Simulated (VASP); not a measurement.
Method: PBEsol GGA, VASP's PBE PAW potentials (set 64) (plane waves; VASP).

The input files of a VASP run:

File POSCAR:
```
KMgF3
1
    3.9784700000     0.0000000000     0.0000000000
    0.0000000000     3.9784700000     0.0000000000
    0.0000000000     0.0000000000     3.9784700000
K Mg F
1 1 3
Direct
  0.4985420000   0.4987890000   0.4991910000
  0.0034960000   0.0013820000  -0.0086970000
 -0.0037340000   0.5001000000  -0.0039860000
  0.5006150000  -0.0014070000   0.0070540000
  0.0010810000   0.0011360000   0.5064370000
```

**INCAR**
```
ALGO = Normal
EDIFF = 1E-6
ENCUT = 400
GGA = PS
ISIF = 2
ISMEAR = 0
LASPH = .TRUE.
LCHARG = .FALSE.
LREAL = .FALSE.
LWAVE = .FALSE.
NELM = 100
PREC = Accurate
SIGMA = 0.01
SYSTEM = KMgF3
```

**KPOINTS**
```
Automatic
0
Gamma
  6 6 6
```

POTCAR, in this order: K_sv Mg F (PBE.64 set). Program: vasp_std.

Output

### OSZICAR
```
       N       E                     dE             d eps       ncg     rms          rms(c)
DAV:   1     0.200521896577E+03    0.20052E+03   -0.15667E+04  4692   0.125E+03
DAV:   2    -0.174444593091E+02   -0.21797E+03   -0.21183E+03  5888   0.352E+02
DAV:   3    -0.268086948992E+02   -0.93642E+01   -0.93436E+01  6636   0.697E+01
DAV:   4    -0.270847466591E+02   -0.27605E+00   -0.27556E+00  6648   0.769E+00
DAV:   5    -0.270865190496E+02   -0.17724E-02   -0.17723E-02  5904   0.574E-01    0.779E+00
DAV:   6    -0.253524752745E+02    0.17340E+01   -0.68745E+00  4976   0.193E+01    0.392E+00
DAV:   7    -0.253170553458E+02    0.35420E-01   -0.21208E-01  6112   0.312E+00    0.247E+00
DAV:   8    -0.253047875177E+02    0.12268E-01   -0.62345E-02  5172   0.271E+00    0.248E-01
DAV:   9    -0.253048580795E+02   -0.70562E-04   -0.13097E-02  6548   0.808E-01    0.128E-01
DAV:  10    -0.253049559757E+02   -0.97896E-04   -0.79026E-04  5508   0.223E-01    0.814E-02
DAV:  11    -0.253050169685E+02   -0.60993E-04   -0.33510E-04  5392   0.141E-01    0.281E-02
DAV:  12    -0.253050022701E+02    0.14698E-04   -0.91595E-05  5200   0.665E-02    0.398E-03
DAV:  13    -0.253050022848E+02   -0.14695E-07   -0.10776E-06  3956   0.859E-03
   1 F= -.25305002E+02 E0= -.25305002E+02  d E =-.129464E-18
```

OUTCAR:
```
------------------------ aborting loop because EDIFF is reached ----------------------------------------
  FORCE on cell =-STRESS in cart. coord.  units (eV):
  Direction    XX          YY          ZZ          XY          YZ          ZX
  --------------------------------------------------------------------------------------
  Total       -3.1701255     -3.1528555     -2.9580479     -0.0008310      0.0026628      0.0041353
  in kB      -80.6563893    -80.2169945    -75.2605721     -0.0211436      0.0677498      0.1052137
  external PRESSURE =     -78.7113186 kB  Pullay stress =       0.0000000 kB
  volume of cell :       62.97
      direct lattice vectors                 reciprocal lattice vectors
     3.978470000  0.000000000  0.000000000     0.251352907  0.000000000  0.000000000
     0.000000000  3.978470000  0.000000000     0.000000000  0.251352907  0.000000000
     0.000000000  0.000000000  3.978470000     0.000000000  0.000000000  0.251352907
 POSITION                                       TOTAL-FORCE (eV/Angst)
 -----------------------------------------------------------------------------------
      1.98343      1.98442      1.98602         0.027508      0.017209     -0.020404
      0.01391      0.00550      3.94387        -0.130994     -0.056262      0.517010
      3.96361      1.98963      3.96261         0.057446      0.027281      0.060168
      1.99168      3.97287      0.02806         0.037687      0.018773     -0.050478
      0.00430      0.00452      2.01484         0.008353     -0.007002     -0.506295
 -----------------------------------------------------------------------------------
    total drift:                                0.000554      0.000043     -0.000848
  FREE ENERGIE OF THE ION-ELECTRON SYSTEM (eV)
  ---------------------------------------------------
  free  energy   TOTEN  =       -25.3050022848 eV

  energy  without entropy=      -25.3050022848  energy(sigma->0) =      -25.30500228
```
(Selected blocks of OUTCAR.)

At this cut-off the stress carries a Pulay error, which pulls relaxed volumes low.

The structure comes from a computed database's KMgF3 entry; how it stands against other phases isn't given here. The cell was not relaxed at this level, atoms are displaced from their ideal sites.
